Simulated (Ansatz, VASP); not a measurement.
# Ni (Ni wire along [110], 19 atoms a period) in two plane-wave programs, part 2 of 3

One calculation is typed for both programs; each brings its own data sets. How far apart do they land? Of the first pair: The structure shown is the start of the Ansatz relaxation below; VASP solves that cell, so the two are compared at the walk's first step.

VASP 6.6.1 and Ansatz 0.2.0.

So far: Set-up; Ansatz: relaxation, PBE.

### Step 3. VASP: single point, PBE, start cell, pair 1

Level of this step: PBE, spin-polarised from a ferromagnetic start; plane waves and PAW (Ni) (VASP).

The same cell, functional, mesh and smearing now go to VASP, with its own data sets.

Lines of VASP's logs that name or quote its potential files are left out, and so is its time.

File INCAR:

```
SYSTEM = Ni
PREC = Accurate
ENCUT = 520
EDIFF = 1E-06
NELM = 200
ISMEAR = -1
SIGMA = 0.05
LREAL = .FALSE.
ALGO = Normal
GGA = PE
NBANDS = 136
ISPIN = 2
MAGMOM = 0.77 0.77 0.75 0.69 0.75 0.77 0.77 0.75 0.72 0.72 0.75 0.75 0.72 0.72 0.75 0.77 0.75 0.75 0.77
LASPH = .TRUE.
LMAXMIX = 4
LORBIT = 11
LWAVE = .FALSE.
LCHARG = .FALSE.
ISIF = 2
GGA_COMPAT = .FALSE.
KPAR = 4
```

File POSCAR:

```
Ni
1.0
   13.8400000000      0.0000000000      0.0000000000
    0.0000000000     16.7560000000      0.0000000000
    0.0000000000      0.0000000000      2.4890160000
Ni
19
Direct
    0.2456647399      0.6485447601      0.0000000000
    0.2456647399      0.5000000000      0.0000000000
    0.5000000000      0.6485447601      0.0000000000
    0.5000000000      0.5000000000      0.0000000000
    0.5000000000      0.7970895202      0.0000000000
    0.7543352601      0.6485447601      0.0000000000
    0.7543352601      0.5000000000      0.0000000000
    0.3728323699      0.2771828599      0.5000000000
    0.3728323699      0.4257276200      0.5000000000
    0.3728323699      0.5742723800      0.5000000000
    0.3728323699      0.7228171401      0.5000000000
    0.6271676301      0.2771828599      0.5000000000
    0.6271676301      0.4257276200      0.5000000000
    0.6271676301      0.5742723800      0.5000000000
    0.6271676301      0.7228171401      0.5000000000
    0.2456647399      0.3514552399      0.0000000000
    0.5000000000      0.3514552399      0.0000000000
    0.5000000000      0.2029104798      0.0000000000
    0.7543352601      0.3514552399      0.0000000000
```

File KPOINTS:

```
Automatic mesh
0
Gamma
1 1 33
0 0 0
```

Potentials, in the order of the species: Ni (PBE family, release 64).

The run is started by

```sh
$ mpirun -np 4 vasp_std
```

Numbers of over 12 decimals in the logs are rounded to 6 here.

The log of the run:

```text
[banner, memory and clock lines left out]
running    4 mpi-ranks, on    1 nodes
 distrk:  each k-point on    1 cores,    4 groups
 distr:  one band on    1 cores,    1 groups

 POSCAR found type information on POSCAR Ni
 POSCAR found :  1 types and      19 ions
|                                                                             |
|               ----> ADVICE to this user running VASP <----                  |
|                                                                             |
|     You have a (more or less) 'large supercell' and for larger cells it     |
|     might be more efficient to use real-space projection operators.         |
|     Therefore, try LREAL= Auto in the INCAR file.                           |
|     Mind: For very accurate calculation, you might also keep the            |
|     reciprocal projection scheme (i.e. LREAL=.FALSE.).                      |
|                                                                             |

 LDA part: xc-table for (Slater+PW92), standard interpolation
 POSCAR, INCAR and KPOINTS ok, starting setup
 FFT: planning ... GRIDC
 FFT: planning ... GRID_SOFT
 FFT: planning ... GRID
 WAVECAR not read
 entering main loop
       N       E                     dE             d eps       ncg     rms          rms(c)
DAV:   1     0.141656718529E+04    0.14166E+04   -0.80889E+04  9296   0.151E+03
DAV:   2     0.265530899930E+02   -0.13900E+04   -0.13095E+04  9248   0.332E+02
DAV:   3    -0.104394721211E+03   -0.13095E+03   -0.11373E+03  9568   0.138E+02
DAV:   4    -0.108908928011E+03   -0.45142E+01   -0.44620E+01 10048   0.286E+01
DAV:   5    -0.108986507336E+03   -0.77579E-01   -0.77572E-01 12512   0.266E+00    0.390E+01
DAV:   6    -0.125635423956E+03   -0.16649E+02   -0.14256E+02 10560   0.131E+02    0.730E+01
DAV:   7    -0.112623951703E+03    0.13011E+02   -0.11407E+02 10632   0.125E+02    0.505E+01
DAV:   8    -0.105819689588E+03    0.68043E+01   -0.37863E+01 10560   0.828E+01    0.530E+01
DAV:   9    -0.962323906345E+02    0.95873E+01   -0.23258E+01 11128   0.658E+01    0.301E+01
DAV:  10    -0.101291676067E+03   -0.50593E+01   -0.25046E+01 10632   0.688E+01    0.492E+01
DAV:  11    -0.930096430015E+02    0.82820E+01   -0.14497E+01 11416   0.506E+01    0.205E+01
DAV:  12    -0.932788109675E+02   -0.26917E+00   -0.62757E+00 10768   0.273E+01    0.227E+01
DAV:  13    -0.927858232502E+02    0.49299E+00   -0.34832E+00 10456   0.213E+01    0.120E+01
DAV:  14    -0.927777811718E+02    0.80421E-02   -0.15751E+00 10176   0.165E+01    0.127E+01
[...]
DAV:  32    -0.925331403850E+02   -0.53965E-04   -0.33954E-06  7472   0.203E-02    0.140E-02
DAV:  33    -0.925331853937E+02   -0.45009E-04   -0.37551E-06  8648   0.103E-02    0.134E-02
DAV:  34    -0.925332101488E+02   -0.24755E-04   -0.65802E-07  6440   0.753E-03    0.717E-03
DAV:  35    -0.925332345597E+02   -0.24411E-04   -0.77389E-07  6736   0.475E-03    0.592E-03
DAV:  36    -0.925332485898E+02   -0.14030E-04   -0.53190E-07  6304   0.575E-03    0.349E-03
DAV:  37    -0.925332514780E+02   -0.28882E-05   -0.24491E-07  6264   0.247E-03    0.399E-03
DAV:  38    -0.925332528452E+02   -0.13672E-05   -0.95531E-08  5960   0.255E-03    0.224E-03
DAV:  39    -0.925332536937E+02   -0.84852E-06   -0.44153E-08  5968   0.150E-03
   1 F= -.92533254E+02 E0= -.92375742E+02  d E =-.315024E+00  mag=    13.4837
```

Parts of OUTCAR (step 3):

```text
ion  position               nearest neighbor table
   1  0.246  0.649  0.000-  11 2.49  11 2.49  10 2.49  10 2.49   2 2.49
   2  0.246  0.500  0.000-   9 2.49  10 2.49   9 2.49  10 2.49   1 2.49  16 2.49
   3  0.500  0.649  0.000-  11 2.49  15 2.49  11 2.49  15 2.49  10 2.49  14 2.49  14 2.49  10 2.49
                             5 2.49   4 2.49
   4  0.500  0.500  0.000-   9 2.49  10 2.49  13 2.49  14 2.49   9 2.49  10 2.49  13 2.49  14 2.49
                             3 2.49  17 2.49
   5  0.500  0.797  0.000-  11 2.49  15 2.49  11 2.49  15 2.49   3 2.49
   6  0.754  0.649  0.000-  15 2.49  15 2.49  14 2.49  14 2.49   7 2.49
   7  0.754  0.500  0.000-  13 2.49  14 2.49  13 2.49  14 2.49   6 2.49  19 2.49
   8  0.373  0.277  0.500-  16 2.49  16 2.49  17 2.49  17 2.49  18 2.49  18 2.49   9 2.49
   9  0.373  0.426  0.500-   2 2.49   2 2.49  16 2.49  16 2.49   4 2.49   4 2.49  17 2.49  17 2.49
                            10 2.49   8 2.49
  10  0.373  0.574  0.500-   2 2.49   2 2.49   1 2.49   1 2.49   4 2.49   4 2.49   3 2.49   3 2.49
                             9 2.49  11 2.49
  11  0.373  0.723  0.500-   1 2.49   1 2.49   3 2.49   3 2.49   5 2.49   5 2.49  10 2.49
  12  0.627  0.277  0.500-  19 2.49  19 2.49  17 2.49  17 2.49  18 2.49  18 2.49  13 2.49
  13  0.627  0.426  0.500-   7 2.49   7 2.49  19 2.49  19 2.49   4 2.49   4 2.49  17 2.49  17 2.49
                            14 2.49  12 2.49
  14  0.627  0.574  0.500-   7 2.49   7 2.49   6 2.49   6 2.49   4 2.49   4 2.49   3 2.49   3 2.49
                            13 2.49  15 2.49
  15  0.627  0.723  0.500-   6 2.49   6 2.49   3 2.49   3 2.49   5 2.49   5 2.49  14 2.49
  16  0.246  0.351  0.000-   8 2.49   8 2.49   9 2.49   9 2.49   2 2.49
  17  0.500  0.351  0.000-   8 2.49  12 2.49   8 2.49  12 2.49   9 2.49   9 2.49  13 2.49  13 2.49
                            18 2.49   4 2.49
  18  0.500  0.203  0.000-   8 2.49  12 2.49   8 2.49  12 2.49  17 2.49
  19  0.754  0.351  0.000-  12 2.49  12 2.49  13 2.49  13 2.49   7 2.49

  LATTYP: Found a simple orthorhombic cell.
 ALAT       =     2.4890160000
 B/A-ratio  =     5.5604303066
 C/A-ratio  =     6.7319776169

 Subroutine GETGRP returns: Found  8 space group operations
 (whereof  8 operations were pure point group operations)

The static configuration has the point symmetry D_2h.

 Found     17 irreducible k-points:

   k-points           NKPTS =     17   k-points in BZ     NKDIM =     17   number of bands    NBANDS=    136

   dimension x,y,z NGX =   108 NGY =  126 NGZ =   20
   dimension x,y,z NGXF=   216 NGYF=  252 NGZF=   40

   ENCUT  =  520.0 eV  38.22 Ry    6.18 a.u.  25.73 31.16  4.63*2*pi/ulx,y,z

   NELECT =     190.0000    total number of electrons

 k-points in reciprocal lattice and weights: Automatic mesh
   0.00000000  0.00000000  0.00000000       0.030
   0.00000000  0.00000000  0.03030303       0.061
   0.00000000  0.00000000  0.06060606       0.061
   0.00000000  0.00000000  0.09090909       0.061
   0.00000000  0.00000000  0.12121212       0.061
   0.00000000  0.00000000  0.15151515       0.061
   0.00000000  0.00000000  0.18181818       0.061
   0.00000000  0.00000000  0.21212121       0.061
   0.00000000  0.00000000  0.24242424       0.061
[...]
0.00000000  0.00000000  0.45454545       0.061
   0.00000000  0.00000000  0.48484848       0.061

 average (electrostatic) potential at core
       1 -90.5399       2 -90.5817       3 -90.9537       4 -90.9920       5 -90.5592
       6 -90.5399       7 -90.5817       8 -90.7158       9 -90.9501      10 -90.9501
      11 -90.7158      12 -90.7158      13 -90.9501      14 -90.9501      15 -90.7158
      16 -90.5399      17 -90.9537      18 -90.5592      19 -90.5399

 E-fermi :   0.4577

 spin component 1
 k-point     1 :       0.0000    0.0000    0.0000
  band No.  band energies     occupation
    ...
    103      -0.0960      0.99998
    104      -0.0743      0.99998
    105      -0.0571      0.99997
    106       0.1001      0.99922
    107       0.1744      0.99655
    108       0.6832      0.01088
    109       1.0140      0.00001
    110       1.1743      0.00000
    111       1.3614      0.00000
    112       1.3659      0.00000
    ...

 k-point     2 :       0.0000    0.0000    0.0303
  band No.  band energies     occupation
    ...
    103      -0.1271      0.99999
    104      -0.0974      0.99998
    105       0.0012      0.99989
    106       0.1669      0.99703
    107       0.2253      0.99052
    108       0.7262      0.00464
    109       1.0569      0.00001
    110       1.2427      0.00000
    111       1.4100      0.00000
    112       1.4172      0.00000
    ...

 k-point     3 :       0.0000    0.0000    0.0606
  band No.  band energies     occupation
    ...
    103      -0.1252      0.99999
    104      -0.0885      0.99998
    105       0.1276      0.99865
    106       0.3113      0.94925
    107       0.3263      0.93265
    108       0.8487      0.00040
    109       1.1757      0.00000
    110       1.4241      0.00000
    111       1.5343      0.00000
    112       1.5695      0.00000
    ...

 k-point     4 :       0.0000    0.0000    0.0909
  band No.  band energies     occupation
    ...
    102      -0.1714      1.00000
    103      -0.1346      0.99999
    104       0.0370      0.99978
    105       0.2886      0.96715
    106       0.4399      0.58807
    107       0.4948      0.32288
    108       1.0333      0.00001
    109       1.3515      0.00000
    110       1.6726      0.00000
    111       1.7218      0.00000
    ...

 k-point     5 :       0.0000    0.0000    0.1212
  band No.  band energies     occupation
    ...
    100      -0.2054      1.00000
    101      -0.2029      1.00000
    102      -0.1298      0.99999
    103      -0.0986      0.99999
    104       0.1871      0.99556
    105       0.4736      0.42116
    106       0.5647      0.10532
    107       0.7047      0.00711
    108       1.2614      0.00000
    109       1.5684      0.00000
    ...

 k-point     6 :       0.0000    0.0000    0.1515
  band No.  band energies     occupation
    ...
    100      -0.1983      1.00000
    101      -0.1771      1.00000
    102      -0.1248      0.99999
    103       0.0395      0.99977
    104       0.3519      0.89252
    105       0.6781      0.01205
    106       0.7053      0.00702
    107       0.9353      0.00007
    108       1.5204      0.00000
    109       1.8172      0.00000
    ...

  Total       -8.1749973     -9.3908968    -13.0231983      0.0000000      0.0000000     -0.0000000
  in kB      -22.6915452    -26.0665478    -36.1488184      0.0000000      0.0000000     -0.0000000
  external PRESSURE =     -28.3023038 kB  Pullay stress =       0.0000000 kB

  energy-cutoff  :      520.00
  volume of cell :      577.21
      direct lattice vectors                 reciprocal lattice vectors
    13.840000000  0.000000000  0.000000000     0.072254335  0.000000000  0.000000000
     0.000000000 16.756000000  0.000000000     0.000000000  0.059680115  0.000000000
     0.000000000  0.000000000  2.489016000     0.000000000  0.000000000  0.401765196

 POSITION                                       TOTAL-FORCE (eV/Angst)
 -----------------------------------------------------------------------------------
      3.40000     10.86702      0.00000         0.614151     -0.239314     -0.000000
      3.40000      8.37800      0.00000         0.296911      0.000000     -0.000000
      6.92000     10.86702      0.00000        -0.000000      0.179180      0.000000
      6.92000      8.37800      0.00000        -0.000000      0.000000      0.000000
      6.92000     13.35603      0.00000        -0.000000     -0.728396      0.000000
     10.44000     10.86702      0.00000        -0.614151     -0.239314      0.000000
     10.44000      8.37800      0.00000        -0.296911      0.000000     -0.000000
      5.16000      4.64448      1.24451        -0.001600      0.064785      0.000000
      5.16000      7.13349      1.24451        -0.375220     -0.067410      0.000000
      5.16000      9.62251      1.24451        -0.375220      0.067410      0.000000
      5.16000     12.11152      1.24451        -0.001600     -0.064785     -0.000000
      8.68000      4.64448      1.24451         0.001600      0.064785      0.000000
      8.68000      7.13349      1.24451         0.375220     -0.067410      0.000000
      8.68000      9.62251      1.24451         0.375220      0.067410     -0.000000
      8.68000     12.11152      1.24451         0.001600     -0.064785      0.000000
      3.40000      5.88898      0.00000         0.614151      0.239314      0.000000
      6.92000      5.88898      0.00000        -0.000000     -0.179180     -0.000000
      6.92000      3.39997      0.00000        -0.000000      0.728396     -0.000000
     10.44000      5.88898      0.00000        -0.614151      0.239314      0.000000
 -----------------------------------------------------------------------------------
    total drift:                                0.000000      0.000000      0.000000

  FREE ENERGIE OF THE ION-ELECTRON SYSTEM (eV)
  ---------------------------------------------------
  free  energy   TOTEN  =       -92.5332536937 eV

  energy  without entropy=      -92.2182298018  energy(sigma->0) =      -92.37574175

 total charge
# of ion       s       p       d       tot
------------------------------------------
    1        0.472   0.288   8.324   9.084
    2        0.465   0.336   8.319   9.120
    3        0.489   0.489   8.314   9.291
    4        0.496   0.498   8.308   9.303
    5        0.479   0.288   8.322   9.089
    6        0.472   0.288   8.324   9.084
    7        0.465   0.336   8.319   9.120
    8        0.481   0.379   8.302   9.162
    9        0.491   0.491   8.311   9.292
   10        0.491   0.491   8.311   9.292
   11        0.481   0.379   8.302   9.162
   12        0.481   0.379   8.302   9.162
   13        0.491   0.491   8.311   9.292
   14        0.491   0.491   8.311   9.292
   15        0.481   0.379   8.302   9.162
   16        0.472   0.288   8.324   9.084
   17        0.489   0.489   8.314   9.291
   18        0.479   0.288   8.322   9.089
   19        0.472   0.288   8.324   9.084
--------------------------------------------------
tot          9.133   7.358 157.966 174.457

 magnetization (x)
# of ion       s       p       d       tot
------------------------------------------
    1       -0.000  -0.015   0.766   0.751
    2       -0.003  -0.017   0.764   0.744
    3       -0.008  -0.026   0.744   0.710
    4       -0.007  -0.024   0.697   0.665
    5       -0.001  -0.015   0.758   0.742
    6       -0.000  -0.015   0.766   0.751
    7       -0.003  -0.017   0.764   0.744
    8       -0.004  -0.022   0.751   0.724
    9       -0.007  -0.025   0.721   0.690
   10       -0.007  -0.025   0.721   0.690
   11       -0.004  -0.022   0.751   0.724
   12       -0.004  -0.022   0.751   0.724
   13       -0.007  -0.025   0.721   0.690
   14       -0.007  -0.025   0.721   0.690
   15       -0.004  -0.022   0.751   0.724
   16       -0.000  -0.015   0.766   0.751
   17       -0.008  -0.026   0.744   0.710
   18       -0.001  -0.015   0.758   0.742
   19       -0.000  -0.015   0.766   0.751
--------------------------------------------------
tot         -0.075  -0.386  14.179  13.718

[... 6 further parts left out ...]
```

### Step 4. Side by side

Known differences besides the potentials themselves: VASP starts from the moments at which Ansatz ended; the data sets hold 342 valence electrons in Ansatz (on its PAW soft_1 files) and 190 in VASP; the cutoff is 420 eV in Ansatz and 520 eV in VASP. Total energies have different zeros and are not compared.

Forces on 7 of the 19 atoms, those with the largest forces and the largest differences (eV/Å; atoms numbered as in POSCAR):

| atom | Ansatz x, y, z | VASP x, y, z |
| --- | --- | --- |
| Ni1 | 0.626, -0.239, 0.000 | 0.614, -0.239, 0.000 |
| Ni5 | 0.000, -0.743, 0.000 | 0.000, -0.728, 0.000 |
| Ni6 | -0.626, -0.239, 0.000 | -0.614, -0.239, 0.000 |
| Ni10 | -0.385, 0.069, 0.000 | -0.375, 0.067, 0.000 |
| Ni16 | 0.626, 0.239, 0.000 | 0.614, 0.239, 0.000 |
| Ni18 | 0.000, 0.743, 0.000 | 0.000, 0.728, 0.000 |
| Ni19 | -0.626, 0.239, 0.000 | -0.614, 0.239, 0.000 |

The forces differ by 5.4 meV/Å r.m.s., which is 2.1 % of the r.m.s. force of 0.253 eV/Å (both taken over all components). Moments aren't recorded for both runs of this pair, so they may hold unlike magnetic states.

### Step 5. Ansatz: relaxation, PBE

This run makes the geometry at which the two programs are then compared. The cell compared in this pair holds 563.52 Å³, against 577.21 Å³ for the pair before.

The structure compared here is the end of the Ansatz relaxation.

File input.yaml:

```yaml
crystal:
  lattice:
    - [13.84, 0.0, 0.0]
    - [0.0, 16.756, 0.0]
    - [0.0, 0.0, 2.4890158698]
  atoms:
    - { symbol: Ni, position: [0.24566474, 0.648546647, 0.0], spin: 0.8 }
    - { symbol: Ni, position: [0.24566474, 0.500001894, 0.0], spin: 0.8 }
    - { symbol: Ni, position: [0.5, 0.648546647, 0.0], spin: 0.8 }
    - { symbol: Ni, position: [0.5, 0.500001894, 0.0], spin: 0.8 }
    - { symbol: Ni, position: [0.5, 0.797091399, 0.0], spin: 0.8 }
    - { symbol: Ni, position: [0.75433526, 0.648546647, 0.0], spin: 0.8 }
    - { symbol: Ni, position: [0.75433526, 0.500001894, 0.0], spin: 0.8 }
    - { symbol: Ni, position: [0.37283237, 0.277184766, 0.5], spin: 0.8 }
    - { symbol: Ni, position: [0.37283237, 0.425729518, 0.5], spin: 0.8 }
    - { symbol: Ni, position: [0.37283237, 0.57427427, 0.5], spin: 0.8 }
    - { symbol: Ni, position: [0.37283237, 0.722819023, 0.5], spin: 0.8 }
    - { symbol: Ni, position: [0.62716763, 0.277184766, 0.5], spin: 0.8 }
    - { symbol: Ni, position: [0.62716763, 0.425729518, 0.5], spin: 0.8 }
    - { symbol: Ni, position: [0.62716763, 0.57427427, 0.5], spin: 0.8 }
    - { symbol: Ni, position: [0.62716763, 0.722819023, 0.5], spin: 0.8 }
    - { symbol: Ni, position: [0.24566474, 0.351457142, 0.0], spin: 0.8 }
    - { symbol: Ni, position: [0.5, 0.351457142, 0.0], spin: 0.8 }
    - { symbol: Ni, position: [0.5, 0.20291239, 0.0], spin: 0.8 }
    - { symbol: Ni, position: [0.75433526, 0.351457142, 0.0], spin: 0.8 }
magnetization:
  spin_polarized: true
kpoints:
  mp_grid: { grid: [1, 1, 33] }
scf:
  occupations: { method: fermi_dirac, width: 0.05 }
hamiltonian:
  xc: pbe
  pseudopotentials: { kind: paw, azcp: { folder: soft_1 } }
relax:
  cell: { fix: [a, b, alpha, beta, gamma] }
  max_steps: 45
  f_tol: 0.03
```

The run is started by

```sh
$ ansatz run input.yaml --threads 4 --pin off --max-ram 16384MiB --backend cpu --events-out ev --progress --plain --runs-dir out
```

The log of the run:

```text
[...]
Crystal: 19 atoms, lattice volume = 577.210 Å³
Basis set: ecut = 420 eV, 11265 PW (Γ), exchange–correlation on 192×240×36 points (8 copies of the dense FFT grid, shifted against one another)
Bands: 215, of which v1, the nominal top of the filled ones, is band 171 counted from 1 (170 counted from 0)
Symmetry: 8 space group operations
[...]
- { symbol: Ni, position: [0.750843, 0.645529, 0.0] }
    - { symbol: Ni, position: [0.754846, 0.5, 0.0] }
    - { symbol: Ni, position: [0.370649, 0.279269, 0.5] }
[...]
- { symbol: Ni, position: [0.249157, 0.354471, 0.0] }
    - { symbol: Ni, position: [0.5, 0.352853, 0.0] }
    - { symbol: Ni, position: [0.5, 0.212032, 0.0] }
    - { symbol: Ni, position: [0.750843, 0.354471, 0.0] }
[key lines of the parts left out:]
SCF converged after 12 iterations
Magnetization: 13.4733 μB (177.7366 up, 164.2634 down)
Free energy (F): -110943.599765 eV
Fermi energy:    3.677500 eV
P = ⅓ Tr σ = 0.0023 GPa (0.023 kbar)
```

[end of part 2 of 3]

[Lines on the potential files, build, host, timing and source positions are cut from VASP's logs without a mark.]

[Logs are printed without paths, hosts, clocks, repeated set-up lines and the standing remarks that a program may print on its own settings, such as how far it seeks lower states.]

[Hosts, paths, dates, database ids (printed as entryN), source tags and the programs' standing remarks are cut or masked in the printed files.]
